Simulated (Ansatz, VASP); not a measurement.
## Cross-check of AlN between VASP and Ansatz

Aim: how closely do two programs agree when they are given the same cell, functional and k mesh? The cell is taken from a series of runs on this material, whose earlier steps may have relaxed, scaled, displaced or heated it; both programs get it as it stands.

Program: Ansatz 0.2.0. Level of theory: plane waves, with VASP 6.6.1 beside it; zone-centre phonons at LDA. Results are calculated unless marked as measured.

### Step 1. The starting structure

The structure is hexagonal, space group P6_3mc (No. 186). The conventional cell has a = 3.089 Å, b = 3.089 Å, c = 4.943 Å, α = 90.00°, β = 90.00°, γ = 120.00°. Nearest to N lie 4 Al at 1.88 to 1.89 Å. Nearest to Al lie 4 N at 1.88 to 1.89 Å. Farther neighbours and most contacts between anions are not listed.

### Step 2. VASP: zone-centre phonons, LDA

Second derivatives magnify differences that forces hide, and they need a tight electronic threshold.

Lines of VASP's logs that name or quote its potential files are left out, and so is its time.

Contents of INCAR:

```
SYSTEM = AlN
PREC = Accurate
ENCUT = 600
EDIFF = 1E-08
NELM = 120
ISMEAR = -1
SIGMA = 0.03
LREAL = .FALSE.
ALGO = Normal
GGA = PW92
NELECT = 15.991832
NBANDS = 13
LORBIT = 11
LWAVE = .FALSE.
LCHARG = .FALSE.
ISIF = 2
IBRION = 8
LASPH = .TRUE.
GGA_COMPAT = .FALSE.
KPAR = 2
```

Contents of POSCAR:

```
AlN
1.0
    3.0886224684      0.0000000000      0.0000000000
   -1.5443112342      2.6748255203      0.0000000000
    0.0000000000      0.0000000000      4.9431753055
N Al
2 2
Direct
    0.3333333334      0.6666666668      0.3810822739
    0.6666666668      0.3333333334      0.8810822739
    0.3333333334      0.6666666668      0.9989177261
    0.6666666668      0.3333333334      0.4989177261
```

Contents of KPOINTS:

```
Automatic mesh
0
Gamma
21 21 12
0 0 0
```

Potentials, in the order of the species: N and Al (LDA family, release 64).

Command:

```
> mpirun -np 2 vasp_std
```

Numbers of over 12 decimals in the logs are rounded to 6 here.

Log:

```text
[banner, memory and clock lines left out]
running    2 mpi-ranks, on    1 nodes
 distrk:  each k-point on    1 cores,    2 groups
 distr:  one band on    1 cores,    1 groups

 POSCAR found type information on POSCAR N Al
 POSCAR found :  2 types and       4 ions
|                                                                             |
|               ----> ADVICE to this user running VASP <----                  |
|                                                                             |
|     You enforced a specific xc type in the INCAR file but a different       |
|     [... a line on the potential file left out ...]
|     I HOPE YOU KNOW WHAT YOU ARE DOING!                                     |
|                                                                             |

 LDA part: xc-table for (Slater(with rela. corr.)+PW92), standard interpolation
 POSCAR, INCAR and KPOINTS ok, starting setup
 FFT: planning ... GRIDC
 FFT: planning ... GRID_SOFT
 FFT: planning ... GRID
 WAVECAR not read
 entering main loop
       N       E                     dE             d eps       ncg     rms          rms(c)
DAV:   1     0.517686997537E+02    0.51769E+02   -0.76812E+03  8752   0.115E+03
DAV:   2    -0.340500599348E+02   -0.85819E+02   -0.78630E+02 12372   0.215E+02
DAV:   3    -0.380326365993E+02   -0.39826E+01   -0.39605E+01 11596   0.490E+01
DAV:   4    -0.380593188251E+02   -0.26682E-01   -0.26679E-01  9731   0.485E+00
DAV:   5    -0.380596165203E+02   -0.29770E-03   -0.29766E-03 11726   0.503E-01BRMIX: very serious problems
 the old and the new charge density differ
 old charge density:    16.00000 new   15.99183
BRMIX: very serious problems
 the old and the new charge density differ
 old charge density:    16.00000 new   15.99183
    0.124E+01
DAV:   6    -0.330236763545E+02    0.50359E+01   -0.16433E+01 10721   0.297E+01    0.442E+00
DAV:   7    -0.329710732789E+02    0.52603E-01   -0.66212E-01 10441   0.561E+00    0.278E+00
DAV:   8    -0.329172618382E+02    0.53811E-01   -0.86431E-02 10606   0.276E+00    0.388E-01
DAV:   9    -0.329124171299E+02    0.48447E-02   -0.13774E-02 11361   0.833E-01    0.210E-01
DAV:  10    -0.329125729233E+02   -0.15579E-03   -0.71871E-04 10156   0.207E-01    0.105E-01
DAV:  11    -0.329125296454E+02    0.43278E-04   -0.86187E-05 11296   0.796E-02    0.202E-02
DAV:  12    -0.329125292510E+02    0.39436E-06   -0.15183E-06 10756   0.100E-02    0.544E-03
DAV:  13    -0.329125290654E+02    0.18565E-06   -0.10015E-06 11391   0.770E-03    0.739E-04
DAV:  14    -0.329125290683E+02   -0.29305E-08   -0.16566E-08  9209   0.114E-03
   1 F= -.32912529E+02 E0= -.32912298E+02  d E =-.461177E-03
 Linear response reoptimize wavefunctions to high precision
DAV:   1    -0.329125290659E+02    0.24372E-08   -0.68152E-09 11276   0.666E-04
DAV:   2    -0.329125290659E+02   -0.50022E-11   -0.91395E-11  6248   0.907E-05
 Linear response DOF=           4
 Linear response progress:
  Degree of freedom:   1/  4
       N       E                     dE             d eps       ncg     rms          rms(c)
RMM:   1    -0.234278545668E+00   -0.23428E+00    0.19774E-01135454   0.351E+00
RMM:   2    -0.233556331582E+00    0.72221E-03   -0.44373E-03109928   0.474E-01    0.186E-01
RMM:   3    -0.234324672051E+00   -0.76834E-03   -0.10519E-03102856   0.222E-01    0.916E-02
RMM:   4    -0.236142488696E+00   -0.18178E-02   -0.10448E-03108687   0.204E-01    0.211E-02
RMM:   5    -0.236090722877E+00    0.51766E-04   -0.30619E-05124972   0.385E-02    0.250E-03
RMM:   6    -0.236132343609E+00   -0.41621E-04   -0.68716E-07127613   0.519E-03    0.101E-03
RMM:   7    -0.236133615213E+00   -0.12716E-05   -0.96131E-08129559   0.100E-03    0.975E-05
RMM:   8    -0.236133466217E+00    0.14900E-06    0.38216E-08131845   0.163E-04    0.375E-05
RMM:   9    -0.236133397274E+00    0.68942E-07    0.49305E-08131887   0.796E-05    0.516E-06
RMM:  10    -0.236133485737E+00   -0.88463E-07    0.35558E-08132235   0.565E-05    0.157E-06
RMM:  11    -0.236133461697E+00    0.24040E-07    0.29263E-08123405   0.490E-05    0.379E-07
RMM:  12    -0.236133463466E+00   -0.17686E-08    0.38612E-09100391   0.462E-05    0.122E-07
 first order change of Fermi-energy  -0.99888E-05
 force on displaced ion       1 direction 1 : -16.604   0.000  -0.000
 Linear response progress:
  Degree of freedom:   2/  4
       N       E                     dE             d eps       ncg     rms          rms(c)
RMM:   1    -0.251341599304E+00   -0.25134E+00    0.20619E-01 26465   0.351E+00
RMM:   2    -0.249165690612E+00    0.21759E-02   -0.43142E-03 22234   0.483E-01    0.190E-01
RMM:   3    -0.249298809787E+00   -0.13312E-03   -0.23884E-03 22426   0.275E-01    0.857E-02
RMM:   4    -0.250540214789E+00   -0.12414E-02   -0.10599E-03 23648   0.175E-01    0.224E-02
RMM:   5    -0.250696523217E+00   -0.15631E-03   -0.30330E-05 23992   0.324E-02    0.683E-03
RMM:   6    -0.250774086010E+00   -0.77563E-04   -0.19198E-06 25429   0.708E-03    0.212E-03
RMM:   7    -0.250766780699E+00    0.73053E-05    0.43765E-07 25052   0.242E-03    0.392E-04
RMM:   8    -0.250767709565E+00   -0.92887E-06    0.15540E-07 25622   0.287E-04    0.223E-04
RMM:   9    -0.250767719043E+00   -0.94779E-08   -0.72855E-09 25666   0.164E-04    0.160E-05
 first order change of Fermi-energy   0.14040E+01
 force on displaced ion       1 direction 3 :  -0.000   0.000 -20.416
 Linear response progress:
  Degree of freedom:   3/  4
       N       E                     dE             d eps       ncg     rms          rms(c)
RMM:   1    -0.653438941241E-02   -0.65344E-02    0.22110E-03161896   0.840E-01
RMM:   2    -0.591360540727E-02    0.62078E-03   -0.34682E-04113701   0.151E-01    0.928E-02
RMM:   3    -0.579637092546E-02    0.11723E-03   -0.74279E-05119644   0.652E-02    0.498E-02
RMM:   4    -0.581042519129E-02   -0.14054E-04   -0.65692E-05115393   0.612E-02    0.799E-03
RMM:   5    -0.580823679328E-02    0.21884E-05   -0.15809E-06123654   0.968E-03    0.951E-04
RMM:   6    -0.580812680573E-02    0.10999E-06    0.66270E-09127157   0.109E-03    0.406E-04
RMM:   7    -0.580692140883E-02    0.12054E-05   -0.57996E-08128174   0.561E-04    0.305E-05
RMM:   8    -0.580698149850E-02   -0.60090E-07   -0.12055E-08131148   0.848E-05    0.180E-05
RMM:   9    -0.580696369680E-02    0.17802E-07    0.60343E-09131421   0.282E-05    0.176E-06
RMM:  10    -0.580696129699E-02    0.23998E-08   -0.47093E-09127081   0.122E-05    0.718E-07
 first order change of Fermi-energy  -0.19250E-05
 force on displaced ion       3 direction 1 : -16.545   0.000  -0.000
 Linear response progress:
  Degree of freedom:   4/  4
       N       E                     dE             d eps       ncg     rms          rms(c)
RMM:   1    -0.203821793666E-01   -0.20382E-01   -0.64915E-03 38715   0.140E+00
RMM:   2    -0.118349931551E-01    0.85472E-02   -0.28385E-03 22030   0.401E-01    0.119E-01
RMM:   3    -0.114012174913E-01    0.43378E-03   -0.64344E-04 23278   0.166E-01    0.522E-02
RMM:   4    -0.113091863114E-01    0.92031E-04   -0.40604E-05 24517   0.457E-02    0.267E-02
RMM:   5    -0.112794655459E-01    0.29721E-04   -0.10212E-05 24924   0.365E-02    0.574E-03
RMM:   6    -0.112757009217E-01    0.37646E-05    0.13957E-05 24809   0.106E-02    0.169E-03
RMM:   7    -0.112763629327E-01   -0.66201E-06    0.46514E-06 24974   0.329E-03    0.819E-04
RMM:   8    -0.112772091037E-01   -0.84617E-06    0.18211E-06 25019   0.165E-03    0.159E-04
RMM:   9    -0.112774710695E-01   -0.26197E-06   -0.20778E-07 25610   0.294E-04    0.242E-05
RMM:  10    -0.112774950300E-01   -0.23961E-07    0.35144E-08 25902   0.487E-05    0.120E-05
RMM:  11    -0.112774988537E-01   -0.38237E-08    0.15464E-08 25826   0.262E-05    0.112E-06
 first order change of Fermi-energy  -0.14041E+01
 force on displaced ion       3 direction 3 :   0.000  -0.000 -21.827
 Linear response finished
```

Parts of OUTCAR (step 2):

```text
NELECT = 15.991832

 ion  position               nearest neighbor table
   1  0.333  0.667  0.381-   4 1.88   4 1.88   4 1.88   3 1.89
   2  0.667  0.333  0.881-   3 1.88   3 1.88   3 1.88   4 1.89
   3  0.333  0.667  0.999-   2 1.88   2 1.88   2 1.88   1 1.89   4 3.05   4 3.05   4 3.05   4 3.05
                             4 3.05   4 3.05
   4  0.667  0.333  0.499-   1 1.88   1 1.88   1 1.88   2 1.89   3 3.05   3 3.05   3 3.05   3 3.05
                             3 3.05   3 3.05

  LATTYP: Found a hexagonal cell.
 ALAT       =     3.0886224684
 C/A-ratio  =     1.6004465926

 Subroutine GETGRP returns: Found 12 space group operations
 (whereof  6 operations were pure point group operations)

The static configuration has the point symmetry C_3v.
 The point group associated with its full space group is C_6v.

 Found    336 irreducible k-points:

   k-points           NKPTS =    336   k-points in BZ     NKDIM =    336   number of bands    NBANDS=     13

   dimension x,y,z NGX =    28 NGY =   28 NGZ =   40
   dimension x,y,z NGXF=    56 NGYF=   56 NGZF=   80

   ENCUT  =  600.0 eV  44.10 Ry    6.64 a.u.   6.17  6.17  9.87*2*pi/ulx,y,z

 k-points in reciprocal lattice and weights: Automatic mesh
   0.00000000  0.00000000  0.00000000       0.000
   0.04761905  0.00000000  0.00000000       0.001
   0.09523810  0.00000000  0.00000000       0.001
   0.14285714  0.00000000  0.00000000       0.001
   0.19047619  0.00000000  0.00000000       0.001
   0.23809524  0.00000000  0.00000000       0.001
   0.28571429  0.00000000  0.00000000       0.001
   0.33333333  0.00000000  0.00000000       0.001
   0.38095238  0.00000000  0.00000000       0.001
[...]
0.33333333  0.09523810  0.08333333       0.005
[...]
average (electrostatic) potential at core
       1 -59.6686       2 -59.6686       3 -69.6569       4 -69.6569

  Total        0.0356460      0.0356460     -0.0432389      0.0000000      0.0000000      0.0000000
  in kB        1.3984767      1.3984767     -1.6963637      0.0000000      0.0000000      0.0000000
  external PRESSURE =       0.3668632 kB  Pullay stress =       0.0000000 kB

  energy-cutoff  :      600.00
  volume of cell :       40.84
      direct lattice vectors                 reciprocal lattice vectors
     3.088622468  0.000000000  0.000000000     0.323768933  0.186928080  0.000000000
    -1.544311234  2.674825520  0.000000000     0.000000000  0.373856161  0.000000000
     0.000000000  0.000000000  4.943175305     0.000000000  0.000000000  0.202299117

 POSITION                                       TOTAL-FORCE (eV/Angst)
 -----------------------------------------------------------------------------------
      0.00000      1.78322      1.88376         0.000000     -0.000000      0.000233
      1.54431      0.89161      4.35534        -0.000000      0.000000      0.000233
      0.00000      1.78322      4.93783        -0.000000      0.000000     -0.000233
      1.54431      0.89161      2.46624        -0.000000      0.000000     -0.000233
 -----------------------------------------------------------------------------------
    total drift:                                0.000000     -0.000000     -0.000709

 Eigenvectors and eigenvalues of the dynamical matrix
 ----------------------------------------------------

   1 f  =   21.970874 THz   138.047071 2PiTHz  732.869460 cm-1    90.864192 meV
             X         Y         Z           dx          dy          dz
      0.000000  1.783217  1.883756    -0.000000    0.000000    0.707053
      1.544311  0.891609  4.355344    -0.000000    0.000000   -0.707053
      0.000000  1.783217  4.937825     0.000000   -0.000000   -0.008747
      1.544311  0.891609  2.466238     0.000000   -0.000000    0.008747

   2 f  =   20.490934 THz   128.748336 2PiTHz  683.503987 cm-1    84.743656 meV
             X         Y         Z           dx          dy          dz
      0.000000  1.783217  1.883756    -0.573757    0.000005   -0.000000
      1.544311  0.891609  4.355344    -0.573757    0.000005    0.000000
      0.000000  1.783217  4.937825     0.413284   -0.000004    0.000000
      1.544311  0.891609  2.466238     0.413284   -0.000004   -0.000000

   3 f  =   20.490934 THz   128.748336 2PiTHz  683.503987 cm-1    84.743656 meV
             X         Y         Z           dx          dy          dz
      0.000000  1.783217  1.883756    -0.000005   -0.573757    0.000000
      1.544311  0.891609  4.355344    -0.000005   -0.573757   -0.000000
      0.000000  1.783217  4.937825     0.000004    0.413284    0.000000
      1.544311  0.891609  2.466238     0.000004    0.413284   -0.000000

   4 f  =   20.205743 THz   126.956429 2PiTHz  673.991046 cm-1    83.564202 meV
             X         Y         Z           dx          dy          dz
      0.000000  1.783217  1.883756     0.594054    0.000002    0.000000
      1.544311  0.891609  4.355344    -0.594054   -0.000002   -0.000000
      0.000000  1.783217  4.937825     0.383536    0.000001   -0.000000
      1.544311  0.891609  2.466238    -0.383536   -0.000001    0.000000

   5 f  =   20.205743 THz   126.956429 2PiTHz  673.991046 cm-1    83.564202 meV
             X         Y         Z           dx          dy          dz
      0.000000  1.783217  1.883756    -0.000002    0.594054   -0.000000
      1.544311  0.891609  4.355344     0.000002   -0.594054    0.000000
      0.000000  1.783217  4.937825    -0.000001    0.383536   -0.000000
      1.544311  0.891609  2.466238     0.000001   -0.383536    0.000000

   6 f  =   18.695717 THz   117.468653 2PiTHz  623.621987 cm-1    77.319237 meV
             X         Y         Z           dx          dy          dz
      0.000000  1.783217  1.883756     0.000000    0.000000   -0.573700
      1.544311  0.891609  4.355344     0.000000   -0.000000   -0.573700
      0.000000  1.783217  4.937825    -0.000000    0.000000    0.413362
      1.544311  0.891609  2.466238    -0.000000   -0.000000    0.413362

   7 f  =   16.611682 THz   104.374274 2PiTHz  554.106054 cm-1    68.700364 meV
             X         Y         Z           dx          dy          dz
      0.000000  1.783217  1.883756     0.000000    0.000000    0.008747
      1.544311  0.891609  4.355344     0.000000   -0.000000   -0.008747
      0.000000  1.783217  4.937825    -0.000000    0.000000    0.707053
      1.544311  0.891609  2.466238    -0.000000   -0.000000   -0.707053

   8 f  =    7.160882 THz    44.993146 2PiTHz  238.861298 cm-1    29.615013 meV
             X         Y         Z           dx          dy          dz
      0.000000  1.783217  1.883756     0.383536    0.000003   -0.000000
      1.544311  0.891609  4.355344    -0.383536   -0.000003    0.000000
      0.000000  1.783217  4.937825    -0.594054   -0.000005    0.000000
      1.544311  0.891609  2.466238     0.594054    0.000005   -0.000000

   9 f  =    7.160882 THz    44.993146 2PiTHz  238.861298 cm-1    29.615013 meV
             X         Y         Z           dx          dy          dz
      0.000000  1.783217  1.883756     0.000003   -0.383536   -0.000000
      1.544311  0.891609  4.355344    -0.000003    0.383536    0.000000
      0.000000  1.783217  4.937825    -0.000005    0.594054   -0.000000
      1.544311  0.891609  2.466238     0.000005   -0.594054   -0.000000

  10 f/i=    0.000667 THz     0.004193 2PiTHz    0.022260 cm-1     0.002760 meV
             X         Y         Z           dx          dy          dz
      0.000000  1.783217  1.883756    -0.412249   -0.029227   -0.000000
      1.544311  0.891609  4.355344    -0.412249   -0.029227   -0.000000
      0.000000  1.783217  4.937825    -0.572320   -0.040575   -0.000000
      1.544311  0.891609  2.466238    -0.572320   -0.040575   -0.000000

  11 f/i=    0.000667 THz     0.004193 2PiTHz    0.022260 cm-1     0.002760 meV
             X         Y         Z           dx          dy          dz
      0.000000  1.783217  1.883756    -0.029227    0.412249    0.000000
      1.544311  0.891609  4.355344    -0.029227    0.412249    0.000000
      0.000000  1.783217  4.937825    -0.040575    0.572320    0.000000
      1.544311  0.891609  2.466238    -0.040575    0.572320    0.000000

  12 f/i=    0.001929 THz     0.012123 2PiTHz    0.064359 cm-1     0.007980 meV
             X         Y         Z           dx          dy          dz
      0.000000  1.783217  1.883756    -0.000000    0.000000   -0.413362
      1.544311  0.891609  4.355344    -0.000000    0.000000   -0.413362
      0.000000  1.783217  4.937825    -0.000000    0.000000   -0.573700
      1.544311  0.891609  2.466238    -0.000000    0.000000   -0.573700

 ELASTIC MODULI CONTR FROM IONIC RELAXATION (kBar)
 Direction    XX          YY          ZZ          XY          YZ          ZX
 --------------------------------------------------------------------------------
 XX        -791.4730    364.8833    469.1972      0.0000     -0.0000     -0.0000
 YY         364.8833   -791.4730    469.1972     -0.0000     -0.0000     -0.0000
 ZZ         469.1972    469.1972  -1032.1205     -0.0000      0.0000      0.0000
 XY           0.0000     -0.0000     -0.0000   -578.1781      0.0000      0.0000
 YZ           0.0000     -0.0000      0.0000      0.0000   -156.2352      0.0000
 ZX          -0.0000     -0.0000      0.0000     -0.0000      0.0000   -165.2692
 --------------------------------------------------------------------------------
```

(Continued in part 2 of 2.)

[Lines on the potential files, build, host, timing and source positions are cut from VASP's logs without a mark.]

[Logs are printed without paths, hosts, clocks, repeated set-up lines and the standing remarks that a program may print on its own settings, such as how far it seeks lower states.]

[Hosts, paths, dates, database ids (printed as entryN), source tags and the programs' standing remarks are cut or masked in the printed files.]
